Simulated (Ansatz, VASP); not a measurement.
# ZnP2H8O10 (ZnP2H8O10 (P2_1/c)): VASP beside Ansatz, part 2 of 2

Aim: how closely do two programs agree when they are given the same cell, functional and k mesh? Of the first pair: The structure shown is the start of the Ansatz relaxation below; VASP solves that cell, so the two are compared at the walk's first step.

VASP 6.6.1 and Ansatz 0.2.0.

So far: The starting structure; Ansatz: relaxation, PBEsol.

## (3) VASP: single point, PBEsol, start cell, pair 1

Level of this step: PBEsol; plane waves and PAW (Zn, H, P, O) (VASP).

The same cell, functional, mesh and smearing now go to VASP, with its own data sets.

Lines of VASP's logs that name or quote its potential files are left out, and so is its time.

Contents of INCAR:

```
SYSTEM = ZnP2H8O10
PREC = Accurate
ENCUT = 520
EDIFF = 1E-06
NELM = 120
ISMEAR = -1
SIGMA = 0.01
LREAL = Auto
ALGO = Normal
GGA = PS
NBANDS = 120
LORBIT = 11
LWAVE = .FALSE.
LCHARG = .FALSE.
ISIF = 2
LASPH = .TRUE.
GGA_COMPAT = .FALSE.
EFERMI = MIDGAP
KPAR = 8
```

Contents of POSCAR:

```
ZnP2H8O10
1.0
    5.2026050000      0.0000000000      0.0000000000
    0.0000000000      9.9613780000      0.0000000000
   -4.8562500000      0.0000000000      7.0812490000
Zn H P O
2 16 4 20
Direct
    0.0000000329      0.0000000000      0.0000000353
    0.0000000329      0.5000000000      0.5000000353
    0.4014806490      0.0745713093      0.8330603824
    0.4014806490      0.4254286907      0.3330603824
    0.5985194168      0.9254286907      0.1669396882
    0.5985194168      0.5745713093      0.6669396882
    0.4170556977      0.9489041576      0.7300276053
    0.4170556977      0.5510958424      0.2300276053
    0.5829443681      0.0510958424      0.2699724653
    0.5829443681      0.4489041576      0.7699724653
    0.4531068984      0.1079275377      0.6001672516
    0.4531068984      0.3920724623      0.1001672516
    0.5468931674      0.8920724623      0.3998328190
    0.5468931674      0.6079275377      0.8998328190
    0.8707234732      0.2256235031      0.4868354792
    0.8707234732      0.2743764969      0.9868354792
    0.1292765926      0.7743764969      0.5131645914
    0.1292765926      0.7256235031      0.0131645914
    0.0932159173      0.2165611023      0.3366846018
    0.0932159173      0.2834388977      0.8366846018
    0.9067841486      0.7834388977      0.6633154688
    0.9067841486      0.7165611023      0.1633154688
    0.9812775698      0.1683701793      0.1410030561
    0.9812775698      0.3316298207      0.6410030561
    0.0187224960      0.8316298207      0.8589970145
    0.0187224960      0.6683701793      0.3589970145
    0.1350889892      0.3672335293      0.3617642523
    0.1350889892      0.1327664707      0.8617642523
    0.8649110767      0.6327664707      0.6382358183
    0.8649110767      0.8672335293      0.1382358183
    0.4057043486      0.1424172439      0.4770189906
    0.4057043486      0.3575827561      0.9770189906
    0.5942957173      0.8575827561      0.5229810800
    0.5942957172      0.6424172439      0.0229810800
    0.8480887239      0.1718012809      0.3788348284
    0.8480887239      0.3281987191      0.8788348284
    0.1519113420      0.8281987191      0.6211652422
    0.1519113420      0.6718012809      0.1211652422
    0.5279676952      0.0339030403      0.7904000763
    0.5279676952      0.4660969597      0.2904000763
    0.4720323708      0.9660969597      0.2095999943
    0.4720323708      0.5339030403      0.7095999943
```

Contents of KPOINTS:

```
Automatic mesh
0
Gamma
6 3 4
0 0 0
```

Potentials, in the order of the species: Zn, H, P and O (PBE family, release 64).

Command:

```sh
$ mpirun -np 8 vasp_std
```

Numbers of over 12 decimals in the logs are rounded to 6 here.

What it wrote:

```text
[banner, memory and clock lines left out]
running    8 mpi-ranks, on    1 nodes
[...]
|                                                                             |
|           W    W    AA    RRRRR   N    N  II  N    N   GGGG   !!!           |
|           W    W   A  A   R    R  NN   N  II  NN   N  G    G  !!!           |
|           W    W  A    A  R    R  N N  N  II  N N  N  G       !!!           |
|           W WW W  AAAAAA  RRRRR   N  N N  II  N  N N  G  GGG   !            |
|           WW  WW  A    A  R   R   N   NN  II  N   NN  G    G                |
|           W    W  A    A  R    R  N    N  II  N    N   GGGG   !!!           |
|                                                                             |
|     For optimal performance we recommend to set                             |
|       NCORE = 2 up to number-of-cores-per-socket                            |
|     NCORE specifies how many cores store one orbital (NPAR=cpu/NCORE).      |
|     This setting can greatly improve the performance of VASP for DFT.       |
[...]
|                                                                             |
|     You enforced a specific xc type in the INCAR file but a different       |
|     [... a line on the potential file left out ...]
|     I HOPE YOU KNOW WHAT YOU ARE DOING!                                     |
|                                                                             |

 LDA part: xc-table for (Slater+PW92), standard interpolation
 POSCAR, INCAR and KPOINTS ok, starting setup
[...]
entering main loop
       N       E                     dE             d eps       ncg     rms          rms(c)
DAV:   1     0.181381178829E+04    0.18138E+04   -0.86895E+04  6720   0.154E+03
DAV:   2    -0.268964951793E+02   -0.18407E+04   -0.17244E+04  7648   0.404E+02
DAV:   3    -0.262065614435E+03   -0.23517E+03   -0.23205E+03  7504   0.163E+02
DAV:   4    -0.270874225514E+03   -0.88086E+01   -0.87455E+01  8320   0.345E+01
[...]
DAV:  14    -0.247622744633E+03   -0.89878E-05   -0.56306E-05  8184   0.317E-02    0.802E-03
DAV:  15    -0.247622752101E+03   -0.74685E-05   -0.14433E-05  8640   0.251E-02    0.514E-03
DAV:  16    -0.247622752388E+03   -0.28663E-06   -0.20276E-06  6312   0.132E-02
   1 F= -.24762275E+03 E0= -.24762275E+03  d E =0.000000E+00
```

Parts of OUTCAR (step 3):

```text
  Total        6.1155323      7.7705930      7.5792149      0.0000000      0.0000000     -1.6576533
  in kB       26.6989821     33.9245899     33.0890779      0.0000000      0.0000000     -7.2369263
  external PRESSURE =      31.2375500 kB  Pullay stress =       0.0000000 kB

 POSITION                                       TOTAL-FORCE (eV/Angst)
 -----------------------------------------------------------------------------------
     -0.00000      0.00000      0.00000        -0.000000     -0.000000     -0.000000
     -2.42813      4.98069      3.54062        -0.000000     -0.000000     -0.000000
     -1.95680      0.74283      5.89911        -0.523931      0.280727      0.184372
      0.47132      4.23786      2.35848        -0.523931     -0.280727      0.184372
      2.30316      9.21855      1.18214         0.523931     -0.280727     -0.184372
     -0.12497      5.72352      4.72277         0.523931      0.280727     -0.184372
     -1.37542      9.45239      5.16951        -0.191920     -0.574694     -0.286146
      1.05270      5.48967      1.62888        -0.191920      0.574694     -0.286146
      1.72178      0.50899      1.91174         0.191920      0.574694      0.286146
     -0.70635      4.47170      5.45237         0.191920     -0.574694      0.286146
     -0.55723      1.07511      4.24993        -0.212040     -0.214748      0.536616
      1.87090      3.90558      0.70931        -0.212040      0.214748      0.536616
      0.90358      8.88627      2.83132         0.212040      0.214748     -0.536616
     -1.52454      6.05580      6.37194         0.212040     -0.214748     -0.536616
[...]
-----------------------------------------------------------------------------------
    total drift:                               -0.000149     -0.000150     -0.003183

  FREE ENERGIE OF THE ION-ELECTRON SYSTEM (eV)
  ---------------------------------------------------
  free  energy   TOTEN  =      -247.6227523881 eV

  energy  without entropy=     -247.6227523881  energy(sigma->0) =     -247.62275239

[... 3 further parts left out ...]
[key lines of the parts left out:]
E-fermi :   2.5863
```

The run ends at a pressure of 3.12 GPa, with forces up to 0.72 eV/Å.

## (4) Comparison

Known differences besides the potentials themselves: the cutoff is 420 eV in Ansatz and 520 eV in VASP (PREC = Accurate, projectors in real space); Ansatz makes its cores anew for this functional, VASP keeps those of its PBE data sets. Total energies have different zeros and are not compared.

Forces on 7 of the 42 atoms, those with the largest forces and the largest differences (eV/Å; atoms numbered as in POSCAR):

| atom | Ansatz x, y, z | VASP x, y, z |
| --- | --- | --- |
| H7 | -0.179, -0.462, -0.221 | -0.192, -0.575, -0.286 |
| H8 | -0.179, 0.462, -0.221 | -0.192, 0.575, -0.286 |
| H10 | 0.179, -0.462, 0.221 | 0.192, -0.575, 0.286 |
| O39 | 0.603, 0.256, 0.037 | 0.656, 0.303, 0.018 |
| O40 | 0.603, -0.256, 0.037 | 0.656, -0.303, 0.018 |
| O41 | -0.603, -0.256, -0.037 | -0.656, -0.303, -0.018 |
| O42 | -0.603, 0.256, -0.037 | -0.656, 0.303, -0.018 |

The forces differ by 50 meV/Å r.m.s., which is 14.9 % of the r.m.s. force of 0.333 eV/Å (both taken over all components).

## (5) Ansatz: relaxation, PBEsol

This run makes the geometry at which the two programs are then compared. The cell compared in this pair holds 365.85 Å³, against 366.99 Å³ for the pair before.

The structure compared here is the end of the Ansatz relaxation.

Contents of input.yaml:

```yaml
crystal:
  lattice:
    - [5.2026049, 0.0, 0.0]
    - [0.0, 9.9613781, 0.0]
    - [-4.8562504, 0.0, 7.0812493]
  atoms:
    - { symbol: Zn, position: [0.0, 0.0, 0.0] }
    - { symbol: Zn, position: [0.0, 0.5, 0.5] }
    - { symbol: H, position: [0.40148062, 0.07457135, 0.83306036] }
    - { symbol: H, position: [0.40148062, 0.42542865, 0.33306036] }
    - { symbol: H, position: [0.59851938, 0.92542865, 0.16693964] }
    - { symbol: H, position: [0.59851938, 0.57457135, 0.66693964] }
    - { symbol: H, position: [0.41705566, 0.94890414, 0.73002758] }
    - { symbol: H, position: [0.41705566, 0.55109586, 0.23002758] }
    - { symbol: H, position: [0.58294434, 0.05109586, 0.26997242] }
    - { symbol: H, position: [0.58294434, 0.44890414, 0.76997242] }
    - { symbol: H, position: [0.45310684, 0.10792751, 0.6001672] }
    - { symbol: H, position: [0.45310684, 0.39207249, 0.1001672] }
    - { symbol: H, position: [0.54689316, 0.89207249, 0.3998328] }
    - { symbol: H, position: [0.54689316, 0.60792751, 0.8998328] }
    - { symbol: H, position: [0.87072346, 0.22562351, 0.48683541] }
    - { symbol: H, position: [0.87072346, 0.27437649, 0.98683541] }
    - { symbol: H, position: [0.12927654, 0.77437649, 0.51316459] }
    - { symbol: H, position: [0.12927654, 0.72562351, 0.01316459] }
    - { symbol: P, position: [0.09321591, 0.21656107, 0.33668458] }
    - { symbol: P, position: [0.09321591, 0.28343893, 0.83668458] }
    - { symbol: P, position: [0.90678409, 0.78343893, 0.66331542] }
    - { symbol: P, position: [0.90678409, 0.71656107, 0.16331542] }
    - { symbol: O, position: [0.98127752, 0.16837015, 0.14100302] }
    - { symbol: O, position: [0.98127752, 0.33162985, 0.64100302] }
    - { symbol: O, position: [0.01872248, 0.83162985, 0.85899698] }
    - { symbol: O, position: [0.01872248, 0.66837015, 0.35899698] }
    - { symbol: O, position: [0.13508898, 0.36723351, 0.36176423] }
    - { symbol: O, position: [0.13508898, 0.13276649, 0.86176423] }
    - { symbol: O, position: [0.86491102, 0.63276649, 0.63823577] }
    - { symbol: O, position: [0.86491102, 0.86723351, 0.13823577] }
    - { symbol: O, position: [0.40570428, 0.14241725, 0.47701892] }
    - { symbol: O, position: [0.40570428, 0.35758275, 0.97701892] }
    - { symbol: O, position: [0.59429572, 0.85758275, 0.52298108] }
    - { symbol: O, position: [0.59429572, 0.64241725, 0.02298108] }
    - { symbol: O, position: [0.84808873, 0.17180128, 0.3788348] }
    - { symbol: O, position: [0.84808873, 0.32819872, 0.8788348] }
    - { symbol: O, position: [0.15191127, 0.82819872, 0.6211652] }
    - { symbol: O, position: [0.15191127, 0.67180128, 0.1211652] }
    - { symbol: O, position: [0.52796768, 0.03390303, 0.79040004] }
    - { symbol: O, position: [0.52796768, 0.46609697, 0.29040004] }
    - { symbol: O, position: [0.47203232, 0.96609697, 0.20959996] }
    - { symbol: O, position: [0.47203232, 0.53390303, 0.70959996] }
basis:
  ecutwfc: 420
  xc_grid: 2
hamiltonian:
  xc: pbesol
kpoints:
  mp_grid: { grid: [6, 3, 4] }
scf:
  occupations: { method: fermi_dirac, width: 0.01 }
  max_iter: 150
output:
  forces: true
  stress: true
relax:
  f_tol: 0.01
  max_steps: 60
  cell: {}
checkpoint:
  write: "../pbesol.run"
  compress: false
  write_wavefunctions: false
  write_every: 100000
```

Command:

```sh
$ ansatz run input.yaml --threads 4 --pin off --max-ram 6594MiB --backend cpu --events-out ev --progress --plain --runs-dir out
```

What it wrote:

```text
[...]
Crystal: 42 atoms, lattice volume = 366.987 Å³
Basis set: ecut = 420 eV, 7199 PW (Γ), exchange–correlation on 72×144×120 points (8 copies of the dense FFT grid, shifted against one another)
Bands: 132, of which v1, the nominal top of the filled ones, is band 90 counted from 1 (89 counted from 0)
Symmetry: 4 space group operations
[...]
k-points: 28 of 72
[...]
- { symbol: O, position: [0.140296, 0.130961, 0.863154] }
    - { symbol: O, position: [0.859704, 0.630961, 0.636846] }
    - { symbol: O, position: [0.859704, 0.869039, 0.136846] }
[...]
- { symbol: O, position: [0.523255, 0.033149, 0.786834] }
    - { symbol: O, position: [0.523255, 0.466851, 0.286834] }
    - { symbol: O, position: [0.476745, 0.966851, 0.213166] }
    - { symbol: O, position: [0.476745, 0.533149, 0.713166] }
[key lines of the parts left out:]
SCF converged after 5 iterations
Free energy (F): -21003.141747 eV
Fermi energy:    4.826529 eV
P = ⅓ Tr σ = 0.0138 GPa (0.138 kbar)
```

## (6) VASP: single point, PBEsol, relaxed cell, pair 2

The same cell, functional, mesh and smearing now go to VASP, with its own data sets.

Edit INCAR of step 3 so:

```diff
@@ -2,3 +2,3 @@
 PREC = Accurate
-ENCUT = 520
+ENCUT = 600
 EDIFF = 1E-06
```

Contents of POSCAR:

```
ZnP2H8O10
1.0
    5.2061013607      0.0000000000     -0.0157947134
    0.0000000000      9.9802481373      0.0000000000
   -4.8810122250      0.0000000000      7.0560220827
Zn H P O
2 16 4 20
Direct
    0.0000000000      0.0000000000      0.0000000000
    0.0000000000      0.5000000000      0.5000000000
    0.3951867760      0.0749773477      0.8305509216
    0.3951867760      0.4250226523      0.3305509216
    0.6048132240      0.9250226523      0.1694490784
    0.6048132240      0.5749773477      0.6694490784
    0.4099001951      0.9461537762      0.7277962619
    0.4099001951      0.5538462238      0.2277962619
    0.5900998049      0.0538462238      0.2722037381
    0.5900998049      0.4461537762      0.7722037381
    0.4491348124      0.1042448510      0.6042781485
    0.4491348124      0.3957551490      0.1042781485
    0.5508651876      0.8957551490      0.3957218515
    0.5508651876      0.6042448510      0.8957218515
    0.8747239420      0.2304051553      0.4910567339
    0.8747239420      0.2695948447      0.9910567339
    0.1252760580      0.7695948447      0.5089432661
    0.1252760580      0.7304051553      0.0089432661
    0.0936688384      0.2172579752      0.3379046830
    0.0936688384      0.2827420248      0.8379046830
    0.9063311616      0.7827420248      0.6620953170
    0.9063311616      0.7172579752      0.1620953170
    0.9795231775      0.1697311622      0.1385760373
    0.9795231775      0.3302688378      0.6385760373
    0.0204768225      0.8302688378      0.8614239627
    0.0204768225      0.6697311622      0.3614239627
    0.1402960424      0.3690387524      0.3631542016
    0.1402960424      0.1309612476      0.8631542016
    0.8597039576      0.6309612476      0.6368457984
    0.8597039576      0.8690387524      0.1368457984
    0.4056548463      0.1410570767      0.4795088941
    0.4056548463      0.3589429233      0.9795088941
    0.5943451537      0.8589429233      0.5204911059
    0.5943451537      0.6410570767      0.0204911059
    0.8427467593      0.1746484478      0.3770360199
    0.8427467593      0.3253515522      0.8770360199
    0.1572532407      0.8253515522      0.6229639801
    0.1572532407      0.6746484478      0.1229639801
    0.5232552521      0.0331491735      0.7868343187
    0.5232552521      0.4668508265      0.2868343187
    0.4767447479      0.9668508265      0.2131656813
    0.4767447479      0.5331491735      0.7131656813
```

KPOINTS is that of step 3.

Command:

```sh
$ mpirun -np 8 vasp_std
```

What it wrote:

```text
[banner, memory and clock lines left out]
running    8 mpi-ranks, on    1 nodes
[...]
[... a notice as in an earlier step ...]

 [... a notice as in an earlier step ...]

 LDA part: xc-table for (Slater+PW92), standard interpolation
 POSCAR, INCAR and KPOINTS ok, starting setup
[...]
entering main loop
       N       E                     dE             d eps       ncg     rms          rms(c)
DAV:   1     0.196903655373E+04    0.19690E+04   -0.93489E+04  6720   0.171E+03
DAV:   2     0.143061460890E+01   -0.19676E+04   -0.18392E+04  7616   0.431E+02
DAV:   3    -0.259753948690E+03   -0.26118E+03   -0.25743E+03  7504   0.176E+02
DAV:   4    -0.270280492110E+03   -0.10527E+02   -0.10447E+02  8344   0.385E+01
[...]
DAV:  14    -0.247918493091E+03   -0.47166E-05   -0.58939E-05 10000   0.667E-02    0.715E-03
DAV:  15    -0.247918500535E+03   -0.74447E-05   -0.20382E-05  7760   0.148E-02    0.471E-03
DAV:  16    -0.247918501175E+03   -0.63966E-06   -0.16027E-06  6000   0.100E-02
   1 F= -.24791850E+03 E0= -.24791850E+03  d E =0.000000E+00
```

From OUTCAR (step 6):

```text
  Total       -0.6777301     -0.2842739     -0.3510951      0.0000000      0.0000000     -0.2816925
  in kB       -2.9680134     -1.2449331     -1.5375665      0.0000000      0.0000000     -1.2336287
  external PRESSURE =      -1.9168377 kB  Pullay stress =       0.0000000 kB

 POSITION                                       TOTAL-FORCE (eV/Angst)
 -----------------------------------------------------------------------------------
      0.00000      0.00000      0.00000         0.000000      0.000000     -0.000000
     -2.44051      4.99012      3.52801         0.000000      0.000000     -0.000000
     -1.99655      0.74829      5.85414        -0.068078      0.056319      0.035610
      0.44396      4.24183      2.32613        -0.068078     -0.056319      0.035610
      2.32164      9.23196      1.18608         0.068078     -0.056319     -0.035610
     -0.11887      5.73842      4.71409         0.068078      0.056319     -0.035610
     -1.41840      9.44285      5.12887        -0.014052     -0.102229     -0.056123
      1.02211      5.52752      1.60086        -0.014052      0.102229     -0.056123
      1.74349      0.53740      1.91136         0.014052      0.102229      0.056123
     -0.69702      4.45273      5.43937         0.014052     -0.102229      0.056123
     -0.61125      1.04039      4.25671         0.004770     -0.050866      0.091312
      1.82926      3.94973      0.72869         0.004770      0.050866      0.091312
      0.93634      8.93986      2.78352        -0.004770      0.050866     -0.091312
     -1.50417      6.03051      6.31153        -0.004770     -0.050866     -0.091312
[...]
-----------------------------------------------------------------------------------
    total drift:                               -0.000000      0.000000      0.000000

  FREE ENERGIE OF THE ION-ELECTRON SYSTEM (eV)
  ---------------------------------------------------
  free  energy   TOTEN  =      -247.9185011749 eV

  energy  without entropy=     -247.9185011749  energy(sigma->0) =     -247.91850117

[... 1 part as in an earlier step ...]

[... 2 further parts left out ...]
[key lines of the parts left out:]
E-fermi :   2.5642
```

The run ends at a pressure of -0.19 GPa, with forces up to 0.12 eV/Å.

## (7) Side by side

What differs besides the data sets and the points named for the pairs above, as far as they apply: the cutoff is 420 eV in Ansatz and 600 eV in VASP (PREC = Accurate, projectors in real space); Ansatz's pressure holds a Pulay correction, VASP's none. Total energies have different zeros and are not compared.

The two programs side by side:

| quantity | Ansatz | VASP | difference |
| --- | --- | --- | --- |
| pressure (GPa) | 0.01 | -0.19 | +0.21 |
| gap on the k mesh (eV) | 4.944 | 4.926 | +0.018 |

Forces on 7 of the 42 atoms, those with the largest forces and the largest differences (eV/Å; atoms numbered as in POSCAR):

| atom | Ansatz x, y, z | VASP x, y, z |
| --- | --- | --- |
| H7 | -0.002, -0.004, -0.002 | -0.014, -0.102, -0.056 |
| H8 | -0.002, 0.004, -0.002 | -0.014, 0.102, -0.056 |
| H9 | 0.002, 0.004, 0.002 | 0.014, 0.102, 0.056 |
| H10 | 0.002, -0.004, 0.002 | 0.014, -0.102, 0.056 |
| H11 | -0.003, -0.001, 0.000 | 0.005, -0.051, 0.091 |
| H12 | -0.003, 0.001, 0.000 | 0.005, 0.051, 0.091 |
| H14 | 0.003, -0.001, 0.000 | -0.005, -0.051, -0.091 |

The forces differ by 44 meV/Å r.m.s., where the r.m.s. force is 0.002 eV/Å in Ansatz and 0.045 eV/Å in VASP: the atoms lie near their places of rest in Ansatz, so a percentage would say little (all taken over all components). A gap on the mesh is an upper bound, since the band edges may lie between its points.

## (8) Results

```yaml
r_m_s_force_difference_single_point_pbesol_start_cell_pair_1: 15 % of the r.m.s. force
r_m_s_force_difference_single_point_pbesol_relaxed_cell_pair_2: 44 meV/Å
```

What this shows: The r.m.s. force difference is 15 % of the r.m.s. force (single point, PBEsol, start cell, pair 1), beyond the 3 % picked in this series as the mark of a large difference. What causes the difference of the single point, PBEsol, start cell, pair 1 pair stays open here. What causes the difference of the single point, PBEsol, relaxed cell, pair 2 pair stays open here. Such differences can come from data sets, numerical settings and the points named under the comparisons, not from the functional's error against experiment.

[Lines on the potential files, build, host, timing and source positions are cut from VASP's logs without a mark.]

[Logs are printed without paths, hosts, clocks, repeated set-up lines and the standing remarks that a program may print on its own settings, such as how far it seeks lower states.]

[Hosts, paths, dates, database ids (printed as entryN), source tags and the programs' standing remarks are cut or masked in the printed files.]
